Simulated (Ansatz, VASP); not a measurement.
# CuGeW (CuGeW in the AlB2 type): VASP beside Ansatz, part 2 of 2

One calculation is typed for both programs; each brings its own data sets. How far apart do they land? The cell is generated by rule, not measured, and may not be a known phase. The cell is taken from a series of runs on this material, whose earlier steps may have relaxed, scaled, displaced or heated it; both programs get it as it stands.

VASP 6.6.1 and Ansatz 0.2.0.

So far: Starting point; Ansatz: relaxation of cell and atoms, PBEsol, pair 1; VASP: relaxation of cell and atoms, PBEsol, pair 1; Differences.

The structure was built from a prototype and need not be the compound's stable phase.

### 5. Ansatz: relaxation of cell and atoms, PBEsol, pair 2

Level of this step: Ansatz beside VASP: Kohn-Sham DFT, plane waves, PBEsol (Ansatz).

The relaxed volume is the usual yardstick between codes: in a stiff, nearly cubic crystal its relative difference is about their pressure difference at one cell divided by the bulk modulus.

The cell is taken from a series of runs on this material, whose earlier steps may have relaxed, scaled, displaced or heated it; both programs get it as it stands.

Input file input.yaml:

```yaml
crystal:
  lattice:
    - [4.2001868482, 0.0, 0.0]
    - [-2.1000934241, 3.6374685112, 0.0]
    - [0.0, 0.0, 2.6956326413]
  atoms:
    - { symbol: W, position: [0.0, 0.0, 0.0] }
    - { symbol: Ge, position: [0.3333333333, 0.6666666667, 0.5] }
    - { symbol: Cu, position: [0.6666666667, 0.3333333333, 0.5] }
kpoints:
  mp_grid: { grid: [9, 9, 12] }
hamiltonian:
  xc: pbesol
  pseudopotentials: { kind: paw, azcp: { folder: soft_1 }, xc_functional: pbe }
scf:
  occupations: { method: methfessel_paxton, width: 0.2 }
output:
  forces: true
  stress: true
  eigenvalues: true
relax:
  adjacent_minimum: "off"
  f_tol: 0.001
  max_steps: 60
  cell: { stress_tol: 0.01 }
```

On the command line:

```bash
$ ansatz run input.yaml --threads 4 --pin off --max-ram 12288MiB --backend cpu --events-out ev --progress --plain --runs-dir out
```

Numbers of over 12 decimals in the logs are rounded to 6 here.

Output:

```text
[...]
Crystal: 3 atoms, lattice volume = 41.184 Å³
Basis set: ecut = 420 eV, 795 PW (Γ), exchange–correlation on 60×60×40 points (8 copies of the dense FFT grid, shifted against one another)
Bands: 29, of which v1, the nominal top of the filled ones, is band 24 counted from 1 (23 counted from 0)
Symmetry: 12 space group operations
[...]
k-points: 84 of 972 (time reversal used)
[...]
--- Relaxed structure (3 steps of the walk, 3 accepted, 1 SCFs on fresh bases) ---
[...]
cell:  # Å, volume = 41.1795 Å³
    - [4.200197, 0.0, 0.0]
    - [-2.100099, 3.637477, 0.0]
    - [0.0, 0.0, 2.695323]
  atoms:
    - { symbol: W, position: [0, 0, 0.0] }
    - { symbol: Ge, position: [0.333333, 0.666667, 0.500000] }
    - { symbol: Cu, position: [0.666667, 0.333333, 0.500000] }
[key lines of the parts left out:]
SCF converged after 5 iterations
Free energy (F): -21099.020644 eV
Fermi energy:    18.959856 eV
P = ⅓ Tr σ = 0.0016 GPa (0.016 kbar)
```

### 6. VASP: relaxation of cell and atoms, PBEsol, pair 2

The same cell, functional, mesh and smearing now go to VASP, with its own data sets.

Input file INCAR:

```
SYSTEM = CuGeW
PREC = Accurate
ENCUT = 600
EDIFF = 1E-07
NELM = 120
ISMEAR = 1
SIGMA = 0.2
LREAL = .FALSE.
ALGO = Normal
GGA = PS
NBANDS = 21
LASPH = .TRUE.
LORBIT = 11
LWAVE = .FALSE.
LCHARG = .FALSE.
ISIF = 3
IBRION = 2
NSW = 80
EDIFFG = -0.005
GGA_COMPAT = .FALSE.
NELMIN = 4
KPAR = 2
```

Input file POSCAR:

```
CuGeW
1.0
    4.2001870000      0.0000000000      0.0000000000
   -2.1000930000      3.6374690000      0.0000000000
    0.0000000000      0.0000000000      2.6956330000
W Ge Cu
1 1 1
Direct
    0.0000000000      0.0000000000      0.0000000000
    0.3333332082      0.6666665750      0.4999998145
    0.6666665538      0.3333334250      0.4999998145
```

Input file KPOINTS:

```
Automatic mesh
0
Gamma
9 9 12
0 0 0
```

The projector-augmented-wave data sets are W, Ge_d and Cu (PBE family, release 64).

On the command line:

```bash
$ mpirun -np 2 vasp_std
```

Output:

```text
[banner, memory and clock lines left out]
running    2 mpi-ranks, on    1 nodes
[...]
[... a notice as in an earlier step ...]

 LDA part: xc-table for (Slater+PW92), standard interpolation
 POSCAR, INCAR and KPOINTS ok, starting setup
[...]
entering main loop
       N       E                     dE             d eps       ncg     rms          rms(c)
DAV:   1     0.229821435182E+03    0.22982E+03   -0.15648E+04  3949   0.366E+03
DAV:   2     0.696061747767E+01   -0.22286E+03   -0.21259E+03  3538   0.614E+02
DAV:   3    -0.235918496825E+02   -0.30552E+02   -0.28819E+02  4081   0.170E+02
DAV:   4    -0.249319700897E+02   -0.13401E+01   -0.13074E+01  4380   0.383E+01
[...]
DAV:  15    -0.222705172602E+02    0.76206E-06   -0.21114E-06  5126   0.405E-02    0.333E-03
DAV:  16    -0.222705169866E+02    0.27354E-06   -0.84551E-07  4383   0.232E-02    0.409E-04
DAV:  17    -0.222705170080E+02   -0.21355E-07   -0.11993E-07  2467   0.367E-03
   1 F= -.22270517E+02 E0= -.22270777E+02  d E =-.222705E+02
[... from here on, the cycles between the ionic steps are left out ...]
   2 F= -.22270161E+02 E0= -.22270418E+02  d E =0.356021E-03
   3 F= -.22270794E+02 E0= -.22271052E+02  d E =-.276911E-03
   4 F= -.22270829E+02 E0= -.22271086E+02  d E =-.349933E-04
 trial-energy change:   -0.000035  1 .order   -0.000036   -0.000071   -0.000001
 step:   0.9002(harm=  0.8978)  dis= 0.00000  next Energy=   -22.270829 (dE=-0.350E-04)
 reached required accuracy - stopping structural energy minimisation
```

Parts of OUTCAR (step 6):

```text
  Total        0.0060665      0.0060665      0.0072860      0.0000000     -0.0000000      0.0000000
  in kB        0.2366161      0.2366161      0.2841830      0.0000000     -0.0000000      0.0000000
  external PRESSURE =       0.2524717 kB  Pullay stress =       0.0000000 kB

 POSITION                                       TOTAL-FORCE (eV/Angst)
 -----------------------------------------------------------------------------------
      4.19971     -0.00000      0.00000        -0.000000      0.000000      0.000000
      0.00000      2.42470      1.34463        -0.000000     -0.000000      0.000000
      2.09985      1.21235      1.34463         0.000000     -0.000000      0.000000
 -----------------------------------------------------------------------------------
    total drift:                                0.000245      0.000096      0.000330

  FREE ENERGIE OF THE ION-ELECTRON SYSTEM (eV)
  ---------------------------------------------------
  free  energy   TOTEN  =       -22.2708289128 eV

  energy  without entropy=      -22.2715989506  energy(sigma->0) =      -22.27108559

[... 2 parts as in an earlier step ...]

[... 2 further parts left out ...]
[key lines of the parts left out:]
E-fermi :   8.8798
```

### 7. Side by side

What differs besides the data sets and the points named for the pairs above, as far as they apply: the data sets hold 47 valence electrons in Ansatz (on its PAW soft_1 files) and 31 in VASP. Total energies have different zeros and are not compared.

The two programs side by side:

```
                                         quantity  Ansatz   VASP  difference
                                      volume (Å³)   41.18  41.08     +0.25 %
edge a after relaxation, in the typed setting (Å)   4.200  4.200     +0.01 %
edge c after relaxation, in the typed setting (Å)   2.695  2.689     +0.22 %
```

### 8. What came out

| Property | Result |
| --- | --- |
| difference in volume (relaxation of cell and atoms, PBEsol, pair 1) | 0.26 % |
| difference in volume (relaxation of cell and atoms, PBEsol, pair 2) | 0.25 % |

**Reading.** The difference in volume is 0.26 % (relaxation of cell and atoms, PBEsol, pair 1), within the 1.2 % picked in this series as the mark of a large difference, as far as the stopping tolerances let one tell. The data sets hold unlike numbers of valence electrons (47 in Ansatz and 31 in VASP), so part of the differences comes from the potentials. Such differences can come from data sets, numerical settings and the points named under the comparisons, not from the functional's error against experiment.

[Lines on the potential files, build, host, timing and source positions are cut from VASP's logs without a mark.]

[Logs are printed without paths, hosts, clocks, repeated set-up lines and the standing remarks that a program may print on its own settings, such as how far it seeks lower states.]

[Hosts, paths, dates, database ids (printed as entryN), source tags and the programs' standing remarks are cut or masked in the printed files.]
